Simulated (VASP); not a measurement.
A convergence study with VASP on NiAl (CsCl type): one setting is varied, all else stays as given below, so the limit is that of these other settings.

```
CELL_PARAMETERS angstrom
      2.89000     0.00000     0.00000
      0.00000     2.89000     0.00000
      0.00000     0.00000     2.89000
ATOMIC_POSITIONS crystal
  Al 0.50000 0.50000 0.50000
  Ni 0.00000 0.00000 0.00000
```

Level of theory: PBE GGA, VASP's PBE PAW potentials (set 64) (plane waves; VASP). The tightest run used: 550 eV cut-off, 22×22×22 Γ-centred mesh, tetrahedra with Blöchl corrections, potentials Al Ni.

**Question.** The settings run are 3×3×3 mesh; 4×4×4 mesh; 5×5×5 mesh; 6×6×6 mesh; 7×7×7 mesh; 8×8×8 mesh; 9×9×9 mesh; 10×10×10 mesh; 11×11×11 mesh; 12×12×12 mesh; 13×13×13 mesh; 14×14×14 mesh; 15×15×15 mesh; 16×16×16 mesh; 17×17×17 mesh; 18×18×18 mesh; 19×19×19 mesh; 20×20×20 mesh; 21×21×21 mesh; 22×22×22 mesh. From which on does the energy per atom stay within 0.001 eV/atom of the tightest run?

**Answer.** From 12×12×12 mesh on: it is off by 0.0001 there and by no more than 0.001 in any finer run, while 11×11×11 mesh is off by 0.0012.
```tsv
setting	E (eV/atom)	pressure (GPa)	irreducible k-points	difference judged (eV/atom)
3×3×3 mesh	-5.3248	-0.42	4	0.0556
4×4×4 mesh	-5.2956	-0.64	10	0.0264
5×5×5 mesh	-5.3284	0.15	10	0.0592
6×6×6 mesh	-5.2670	0.51	20	0.0022
7×7×7 mesh	-5.2729	0.30	20	0.0037
8×8×8 mesh	-5.2771	0.41	35	0.0079
9×9×9 mesh	-5.2696	0.45	35	0.0004
10×10×10 mesh	-5.2695	0.44	56	0.0003
11×11×11 mesh	-5.2704	0.44	56	0.0012
12×12×12 mesh	-5.2691	0.46	84	0.0001
13×13×13 mesh	-5.2696	0.45	84	0.0004
14×14×14 mesh	-5.2697	0.47	120	0.0005
15×15×15 mesh	-5.2692	0.47	120	0.0000
16×16×16 mesh	-5.2694	0.48	165	0.0001
17×17×17 mesh	-5.2695	0.47	165	0.0003
18×18×18 mesh	-5.2692	0.46	220	0.0001
19×19×19 mesh	-5.2693	0.46	220	0.0001
20×20×20 mesh	-5.2694	0.48	286	0.0001
21×21×21 mesh	-5.2692	0.48	286	0.0000
22×22×22 mesh	-5.2692	0.46	364	0.0000
```

Left out are rungs that failed or repeat a setting and relaxations that didn't move; long series are thinned to 24 rows.

The compound is NiAl in the CsCl type structure. The cell was not relaxed at this level. The run is not spin-polarised, so no magnetic state was tried. The electron count is odd and the run is not spin-polarised, which forces a metal.
